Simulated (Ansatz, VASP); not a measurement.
## Na14Al8P28O89 (glassy 56P2O5-28Na2O-16Al2O3 (mol %)): VASP beside Ansatz

Wanted: the spread between two codes on one cell, functional and k mesh. The structure shown is the end of the Ansatz relaxation below.

Program: Ansatz 0.2.0. Level of theory: plane waves, with VASP 6.6.1 beside it; single point at PBE. Results are calculated unless marked as measured.

### 1. Set-up

The cell holds 139 atoms: 28 P, 14 Na, 8 Al and 89 O. Its edges and angles: a = 12.341 Å, b = 12.341 Å, c = 12.341 Å, α = 90.0°, β = 90.0°, γ = 90.0°. As first built, before any earlier steps moved the atoms: 139 atoms (28 P, 14 Na, 8 Al, 89 O) placed at random at 2.53 g/cm^3, melted at 4000 K for 10 ps at fixed volume with the Morse and Coulomb pair potential with partial charges (Pedone, Malavasi, Menziani, Cormack and Segre, J. Phys. Chem. B 110, 11780 (2006)). Quenched from 4000 K to 300 K at 200 K/ps and fixed volume, held 10 ps at zero pressure, then minimised at fixed cell.

### 2. Ansatz: relaxation, PBE

Ansatz runs on its default PAW (the set named soft_2) files.

This run makes the geometry at which the two programs are then compared.

Contents of input.yaml:

```yaml
crystal:
  lattice:
    - [12.34054, 0.0, 0.0]
    - [0.0, 12.34054, 0.0]
    - [0.0, 0.0, 12.34054]
  atoms:
    - { symbol: P, position: [0.63221, 0.29062, 0.50316] }
    - { symbol: P, position: [0.14119, 0.70633, 0.59599] }
    - { symbol: P, position: [0.57097, 0.93824, 0.56939] }
    - { symbol: P, position: [0.85897, 0.19631, 0.87804] }
    - { symbol: P, position: [0.94866, 0.26617, 0.10092] }
    - { symbol: P, position: [0.37025, 0.62837, 0.53668] }
    - { symbol: P, position: [0.23016, 0.10038, 0.87824] }
    - { symbol: P, position: [0.62207, 0.29426, 0.15317] }
    - { symbol: P, position: [0.58934, 0.04753, 0.1722] }
    - { symbol: P, position: [0.00142, 0.51224, 0.8723] }
    - { symbol: P, position: [0.38722, 0.36971, 0.20938] }
    - { symbol: P, position: [0.40327, 0.3913, 0.46015] }
    - { symbol: P, position: [0.83325, 0.40126, 0.40268] }
    - { symbol: P, position: [0.9148, 0.17822, 0.32179] }
    - { symbol: P, position: [0.80001, 0.62252, 0.97646] }
    - { symbol: P, position: [0.24266, 0.92937, 0.58064] }
    - { symbol: P, position: [0.09167, 0.92225, 0.97797] }
    - { symbol: P, position: [0.44218, 0.21314, 0.87102] }
    - { symbol: P, position: [0.5937, 0.6943, 0.23012] }
    - { symbol: P, position: [0.58604, 0.5132, 0.9031] }
    - { symbol: P, position: [0.0469, 0.14753, 0.71989] }
    - { symbol: P, position: [0.1266, 0.61747, 0.26547] }
    - { symbol: P, position: [0.72291, 0.58195, 0.62993] }
    - { symbol: P, position: [0.30326, 0.4167, 0.81643] }
    - { symbol: P, position: [0.35418, 0.04216, 0.25151] }
    - { symbol: P, position: [0.38128, 0.77829, 0.93661] }
    - { symbol: P, position: [0.91172, 0.70846, 0.53033] }
    - { symbol: P, position: [0.80885, 0.78673, 0.32029] }
    - { symbol: Na, position: [0.88293, 0.90522, 0.76478] }
    - { symbol: Na, position: [0.36605, 0.61833, 0.27026] }
[... 103 atom lines left out ...]
    - { symbol: O, position: [0.1317, 0.88252, 0.08484] }
    - { symbol: O, position: [0.19306, 0.0312, 0.53844] }
    - { symbol: O, position: [0.96496, 0.18719, 0.80882] }
    - { symbol: O, position: [0.90354, 0.44739, 0.4907] }
    - { symbol: O, position: [0.57016, 0.85195, 0.65716] }
    - { symbol: O, position: [0.00408, 0.03834, 0.68838] }
kpoints:
  mp_grid: { grid: [1, 1, 1] }
hamiltonian:
  xc: pbe
scf:
  occupations: { method: gaussian, width: 0.025 }
output:
  forces: true
relax:
  f_tol: 0.03
  max_steps: 200
```

On the command line:

```
$ ansatz run input.yaml --threads 4 --pin off --max-ram 8192MiB --backend cpu --events-out ev --progress --plain --runs-dir out
```

Numbers of over 12 decimals in the logs are rounded to 6 here.

The program printed:

```text
Engine: ansatz 0.2.0, aarch64-unknown-linux-gnu
Pseudopotentials: kind: paw
Pseudopotential: P, paw, valence charge 5, recommended cutoff 420 eV (normal), P.paw.azcp
Pseudopotential: Na, paw, valence charge 9, recommended cutoff 420 eV (normal), Na.paw.azcp
Pseudopotential: Al, paw, valence charge 3, recommended cutoff 420 eV (normal), Al.paw.azcp
Pseudopotential: O, paw, valence charge 6, recommended cutoff 420 eV (normal), O.paw.azcp
Functional definition: PBE
  parameter kappa = 0.804
  parameter beta = 0.066725
  exchange = pbe_x(kappa = kappa, mu = beta*pi^2/3)
  correlation = pbe_c(beta = beta)
Crystal: 139 atoms, lattice volume = 1879.328 Å³
Basis set: ecut = 420 eV, 36785 PW (Γ), exchange–correlation on 180×180×180 points (8 copies of the dense FFT grid, shifted against one another)
Bands: 551, of which v1, the nominal top of the filled ones, is band 412 counted from 1 (411 counted from 0)
Symmetry: 1 space group operations
Space group: P1 (ITA 1), of the structure as read, at distance tolerance 1.2e-4 Å
k-points: 1
Non-local potential: P, projectors of the file, l = 0: 2, l = 1: 2, l = 2: 2
Non-local potential: Na, projectors of the file, l = 0: 3, l = 1: 2, l = 2: 1
Non-local potential: Al, projectors of the file, l = 0: 2, l = 1: 2, l = 2: 1
Non-local potential: O, projectors of the file, l = 0: 2, l = 1: 2, l = 2: 1
PAW form: soft (Blöchl's): semilocal exchange-correlation on the pseudo side does not see the compensation charge
PAW one-centre angular grid: P, 110 points (default); XC on 64 Gauss nodes
PAW one-centre angular grid: Na, 110 points (default); XC on 64 Gauss nodes
PAW one-centre angular grid: Al, 110 points (default); XC on 64 Gauss nodes
PAW one-centre angular grid: O, 110 points (default); XC on 64 Gauss nodes
Initial density: superposition of atomic densities (neutral atoms: chi_scale 0, normalization atom), corrected by the library's trained network
Initial wavefunctions: pseudopotential atomic-orbital guess
Functional: x = pbe(κ = 0.804, μ = 0.219515), c = pbe(β = 0.066725)
SCF iter   1: F=—  HF=-96843.111241 eV  |F-HF|=—  |Δ(HF+E_count)|=         —  Δρ=4.99e-3  dr2=8.45e-1  ethr=1.77e-3  ⟨swp⟩=7.0  Hψ=2857  notcnv=0  defer=103
preconditioner: auto → Resta (q_TF=auto, 2.378 Å⁻¹)  ε∞=2.8  [insulator: Δε(μ)=2.296 eV  Ē_g=17.780 eV  σ=0.025 eV  W_gap=1.00  n_scr=436 (ndim 8)  ℏωp=24.2 eV  f_vac=0.177  D(μ)=0.00/eV (n_scr^D=0)  ε∞_Penn≈2.8]
SCF iter   2: F=—  HF=-96842.898798 eV  |F-HF|=—  |Δ(HF+E_count)|=   2.12e-1  Δρ=2.58e-3  dr2=1.98e-1  ethr=1.03e-4  ⟨swp⟩=3.0  Hψ=929  notcnv=0  defer=134
SCF iter   3: F=—  HF=-96842.848170 eV  |F-HF|=—  |Δ(HF+E_count)|=   5.06e-2  Δρ=1.13e-3  dr2=6.12e-2  ethr=2.40e-5  ⟨swp⟩=3.0  Hψ=737  notcnv=0  defer=134
SCF iter   4: F=—  HF=-96842.828340 eV  |F-HF|=—  |Δ(HF+E_count)|=   1.98e-2  Δρ=5.09e-4  dr2=5.54e-3  ethr=7.42e-6  ⟨swp⟩=3.0  Hψ=747  notcnv=0  defer=134
SCF iter   5: F=—  HF=-96842.832431 eV  |F-HF|=—  |Δ(HF+E_count)|=   4.09e-3  Δρ=2.77e-4  dr2=1.21e-3  ethr=6.72e-7  ⟨swp⟩=2.0  Hψ=917  notcnv=0  defer=134
SCF iter   6: F=—  HF=-96842.832391 eV  |F-HF|=—  |Δ(HF+E_count)|=   3.91e-5  Δρ=7.42e-5  dr2=8.82e-5  ethr=1.47e-7  ⟨swp⟩=3.0  Hψ=771  notcnv=0  defer=134
SCF iter   7: F=—  HF=-96842.832438 eV  |F-HF|=—  |Δ(HF+E_count)|=   4.61e-5  Δρ=3.84e-5  dr2=2.29e-5  ethr=2.73e-9  ⟨swp⟩=5.0  Hψ=1821  notcnv=0
SCF iter   8: F=-96842.832440 eV  HF=-96842.832439 eV  |F-HF|=1.15e-6  |Δ(HF+E_count)|=   1.65e-6  Δρ=1.08e-5  dr2=1.99e-6  ethr=2.73e-9  ⟨swp⟩=5.0  Hψ=1519  notcnv=0
SCF 1 converged in 8 iterations: F = -96842.832440 eV  dr2 = 1.99e-6
  greatest PAW one-centre occupation: 0.999 electrons in one spin orbital (limit 2), on the Na atom at site 41 (counted from 0), in its partial waves of l = 0
relax step   1: F+E_penalty+E_count = -96842.83244034 eV  Δ(F+E_penalty+E_count) = +0.000e0 eV  max|allowed force component| = 5.181e0 eV/Å  Δτ_max = 0.0000 Å  (8 SCF iters, dr2 threshold 2.25e-5 eV, accepted)
Initial density: handed on by an earlier stage of this run
Initial wavefunctions: those handed on with the density
iter 1 solved again at ethr=2.11e-4 eV; its pass at ethr=3.10e-3 eV (dr2=1.74e0 eV) is discarded
SCF iter   1: F=—  HF=-96848.299625 eV  |F-HF|=—  |Δ(HF+E_count)|=         —  Δρ=1.23e-2  dr2=1.74e0  ethr=2.11e-4  ⟨swp⟩=2.0  Hψ=1931  notcnv=0  defer=135
preconditioner: auto → Resta (q_TF=auto, 2.378 Å⁻¹)  ε∞=2.9  [insulator: Δε(μ)=1.585 eV  Ē_g=17.715 eV  σ=0.025 eV  W_gap=1.00  n_scr=436 (ndim 8)  ℏωp=24.2 eV  f_vac=0.176  D(μ)=0.00/eV (n_scr^D=0)  ε∞_Penn≈2.9]
SCF iter   2: F=—  HF=-96847.822879 eV  |F-HF|=—  |Δ(HF+E_count)|=   4.77e-1  Δρ=6.33e-3  dr2=4.61e-1  ethr=2.11e-4  ⟨swp⟩=3.0  Hψ=814  notcnv=0  defer=135
SCF iter   3: F=—  HF=-96847.681740 eV  |F-HF|=—  |Δ(HF+E_count)|=   1.41e-1  Δρ=2.49e-3  dr2=9.78e-2  ethr=5.59e-5  ⟨swp⟩=3.0  Hψ=836  notcnv=0  defer=135
[...]
- { symbol: Na, position: [0.434148, 0.135857, 0.514521] }
    - { symbol: Na, position: [0.627327, 0.135479, 0.777275] }
    - { symbol: Na, position: [0.187130, 0.173114, 0.408536] }
    - { symbol: Na, position: [0.153672, 0.407111, 0.664831] }
    - { symbol: Na, position: [0.141937, 0.434778, 0.00982489] }
    - { symbol: Na, position: [0.033844, 0.849032, 0.226033] }
    - { symbol: Na, position: [0.255962, 0.850425, 0.120259] }
    - { symbol: Na, position: [0.987952, 0.997714, 0.508343] }
    - { symbol: Na, position: [0.416931, 0.961745, 0.790163] }
    - { symbol: Na, position: [0.914349, 0.390738, 0.635420] }
    - { symbol: Al, position: [0.704042, 0.387290, 0.754158] }
    - { symbol: Al, position: [0.914724, 0.500068, 0.163537] }
    - { symbol: Al, position: [0.553752, 0.722863, 0.729792] }
    - { symbol: Al, position: [0.377702, 0.546139, 0.035358] }
    - { symbol: Al, position: [0.157152, 0.703403, 0.850273] }
    - { symbol: Al, position: [0.695789, 0.026019, 0.420575] }
    - { symbol: Al, position: [0.223022, 0.190696, 0.101510] }
    - { symbol: Al, position: [0.437066, 0.863425, 0.402656] }
    - { symbol: O, position: [0.343313, 0.876751, 0.958907] }
    - { symbol: O, position: [0.911803, 0.294182, 0.351503] }
    - { symbol: O, position: [0.636975, 0.341689, 0.058799] }
    - { symbol: O, position: [0.096435, 0.792889, 0.938906] }
    - { symbol: O, position: [0.795042, 0.103778, 0.856137] }
    - { symbol: O, position: [0.551500, 0.946806, 0.468863] }
    - { symbol: O, position: [0.485119, 0.278096, 0.196893] }
    - { symbol: O, position: [0.496344, 0.123798, 0.899975] }
    - { symbol: O, position: [0.239577, 0.575208, 0.093753] }
    - { symbol: O, position: [0.625179, 0.151656, 0.121749] }
    - { symbol: O, position: [0.809272, 0.118473, 0.381723] }
    - { symbol: O, position: [0.896777, 0.614865, 0.876362] }
    - { symbol: O, position: [0.624547, 0.038823, 0.294539] }
    - { symbol: O, position: [0.328430, 0.455531, 0.936377] }
    - { symbol: O, position: [0.391188, 0.285661, 0.833016] }
    - { symbol: O, position: [0.858403, 0.638552, 0.589480] }
    - { symbol: O, position: [0.048703, 0.669882, 0.532871] }
    - { symbol: O, position: [0.191483, 0.341616, 0.843830] }
    - { symbol: O, position: [0.755483, 0.734979, 0.960377] }
    - { symbol: O, position: [0.140928, 0.139251, 0.758580] }
    - { symbol: O, position: [0.263894, 0.930190, 0.689030] }
    - { symbol: O, position: [0.176176, 0.824358, 0.530805] }
    - { symbol: O, position: [0.398218, 0.396556, 0.341030] }
    - { symbol: O, position: [0.074523, 0.241715, 0.126875] }
[...]
- { symbol: O, position: [0.353590, 0.926038, 0.506136] }
    - { symbol: O, position: [0.040689, 0.255375, 0.626349] }
    - { symbol: O, position: [0.086709, 0.941122, 0.077871] }
    - { symbol: O, position: [0.176364, 0.028201, 0.523405] }
    - { symbol: O, position: [0.969658, 0.216424, 0.816405] }
    - { symbol: O, position: [0.930600, 0.452949, 0.473426] }
    - { symbol: O, position: [0.573952, 0.851730, 0.653520] }
    - { symbol: O, position: [-0.036618, 0.066578, 0.674397] }
```

Reading the cycles: dr2 is the Hartree energy of the density residual (eV), the measure of convergence; HF is the Harris–Foulkes estimate of the energy, which meets the free energy F at convergence.

### 3. VASP: single point, PBE

The same cell, functional, mesh and smearing now go to VASP, with its own data sets and cutoff.

Lines of VASP's logs that name or quote its potential files are left out, and so is its time.

Contents of INCAR:

```
SYSTEM = Na14Al8P28O89
PREC = Accurate
ENCUT = 520
EDIFF = 1E-05
NELM = 100
ISMEAR = 0
SIGMA = 0.025
LREAL = Auto
ALGO = Fast
GGA = PE
NBANDS = 495
LORBIT = 11
LWAVE = .FALSE.
LCHARG = .FALSE.
ISIF = 2
```

Contents of POSCAR:

```
Na14Al8P28O89
1.0
   12.3405400000      0.0000000000      0.0000000000
    0.0000000000     12.3405400000      0.0000000000
    0.0000000000      0.0000000000     12.3405400000
P Na Al O
28 14 8 89
Direct
    0.6483600000      0.3099300000      0.5071700000
    0.1515000000      0.7192800000      0.5932800000
    0.5836300000      0.9606400000      0.5944800000
    0.8558500000      0.2061300000      0.8754600000
    0.9519100000      0.2489300000      0.1107200000
    0.3761400000      0.6415900000      0.5416300000
    0.1786300000      0.0917400000      0.8706700000
    0.6211700000      0.2802400000      0.1595600000
    0.5913700000      0.0410200000      0.1756600000
    0.9937900000      0.5216100000      0.8559800000
    0.3902000000      0.3573600000      0.2137800000
    0.4210700000      0.3976700000      0.4658800000
    0.8580100000      0.4073700000      0.3898200000
    0.9066900000      0.1678200000      0.3269400000
    0.8019300000      0.6233700000      0.9643900000
    0.2478600000      0.9405900000      0.5699100000
    0.0548200000      0.9077200000      0.9650700000
    0.3926500000      0.1838000000      0.9090500000
    0.6002400000      0.6976500000      0.2836300000
    0.5881100000      0.5181100000      0.8957000000
    0.0230500000      0.1663700000      0.7070600000
    0.1631300000      0.5982700000      0.1956000000
    0.7348700000      0.6036300000      0.6337800000
    0.3025500000      0.3918100000      0.8314700000
    0.3586400000      0.0448400000      0.2544000000
    0.3809200000      0.7683700000      0.9169300000
    0.9289900000      0.7286900000      0.5401300000
    0.8076300000      0.8025400000      0.3434500000
    0.8666300000      0.9314300000      0.7592800000
    0.3778000000      0.6029800000      0.2933700000
[... 103 atom lines left out ...]
    0.0867100000      0.9411200000      0.0778700000
    0.1763600000      0.0282000000      0.5234000000
    0.9696600000      0.2164200000      0.8164100000
    0.9306000000      0.4529500000      0.4734300000
    0.5739500000      0.8517300000      0.6535200000
    0.9633800000      0.0665800000      0.6744000000
```

Contents of KPOINTS:

```
Automatic mesh
0
Gamma
1 1 1
0 0 0
```

The projector-augmented-wave data sets are P, Na_pv, Al and O (PBE family, release 64).

On the command line:

```
$ export OMP_NUM_THREADS=5
$ mpirun -np 1 vasp_gam
```

The program printed:

```text
[banner, memory and clock lines left out]
running    1 mpi-ranks, on    1 nodes
[...]
Offloading initialized ...    1 GPUs detected
[...]
LDA part: xc-table for (Slater+PW92), standard interpolation
 POSCAR, INCAR and KPOINTS ok, starting setup
[...]
entering main loop
       N       E                     dE             d eps       ncg     rms          rms(c)
DAV:   1     0.102494405783E+05    0.10249E+05   -0.44395E+05   990   0.175E+03
DAV:   2     0.303939347376E+03   -0.99455E+04   -0.94597E+04  1158   0.469E+02
DAV:   3    -0.101069327375E+04   -0.13146E+04   -0.12894E+04  1101   0.193E+02
DAV:   4    -0.108528088577E+04   -0.74588E+02   -0.73735E+02  1252   0.500E+01
[...]
RMM:  16    -0.949929446303E+03    0.86456E-04   -0.10420E-03  1317   0.523E-02    0.188E-02
RMM:  17    -0.949929460351E+03   -0.14048E-04   -0.24009E-04  1491   0.192E-02    0.139E-02
RMM:  18    -0.949929463118E+03   -0.27663E-05   -0.37708E-05   976   0.920E-03
   1 F= -.94992946E+03 E0= -.94992946E+03  d E =-.248896E-25
```

OUTCAR, selected parts (step 3):

```text
  FREE ENERGIE OF THE ION-ELECTRON SYSTEM (eV)
  ---------------------------------------------------
  free  energy   TOTEN  =      -949.9294631178 eV

  energy  without entropy=     -949.9294631178  energy(sigma->0) =     -949.92946312
```

The run ends at a pressure of -0.34 GPa, with forces up to 0.13 eV/Å.

### 4. Comparison

Known differences besides the PAW data sets themselves: the data sets hold 824 valence electrons in Ansatz (default PAW (the set named soft_2) files) and 796 in VASP; the cutoff is 420 eV in Ansatz and 520 eV in VASP (PREC = Accurate, projectors in real space); VASP leaves aspherical gradient terms in its spheres out (LASPH is not set), Ansatz keeps them. Total energies have different zeros and are not compared.

Compared:

```
              quantity  Ansatz   VASP  difference
gap on the k mesh (eV)   3.070  3.006      +0.064
```

Forces on 10 of the 139 atoms, picked by the larger force of the two programs (eV/Å; atoms numbered as in POSCAR):

```
atom         Ansatz x, y, z            VASP x, y, z
 P12   -0.016, 0.007, 0.009   -0.012, 0.112, -0.034
 O54  -0.002, 0.006, -0.016   -0.025, 0.115, -0.019
 O60    0.004, 0.000, 0.004    -0.040, 0.024, 0.101
 O61   0.004, 0.006, -0.001    0.090, 0.043, -0.060
 O63  0.006, -0.011, -0.007  -0.017, -0.009, -0.124
 O70  -0.004, 0.001, -0.002   -0.085, -0.029, 0.081
 O83    0.009, 0.002, 0.000   -0.005, 0.011, -0.117
 O94  0.000, -0.002, -0.006    0.037, 0.004, -0.117
O105   0.002, 0.001, -0.004   0.054, -0.031, -0.099
O130   -0.001, 0.003, 0.008    0.049, -0.056, 0.083
```

The forces differ by 43 meV/Å r.m.s., which is 97.6 % of the r.m.s. force of 0.04 eV/Å (both taken over all components).

### 5. Outcome

```json
{
  "r.m.s. force difference (single point, PBE)": "43 meV/Å",
  "difference in gap on the k mesh (single point, PBE)": "0.064 eV"
}
```

The r.m.s. force difference is 43 meV/Å (single point, PBE), beyond the 12 meV/Å picked in this series as the mark of a large difference. No further run was made for the single point, PBE pair; the unlike valence counts (824 against 796 electrons) are a candidate cause, untested here. Differences of this kind measure data sets and numerical settings, not the functional's error against experiment.

[Lines on the potential files, build, host, timing and source positions are cut from VASP's logs without a mark.]

[Logs are printed without paths, hosts, clocks, repeated set-up lines and the standing remarks that a program may print on its own settings, such as how far it seeks lower states.]

[Hosts, paths, dates, database ids (printed as entryN), source tags and the programs' standing remarks are cut or masked in the printed files.]
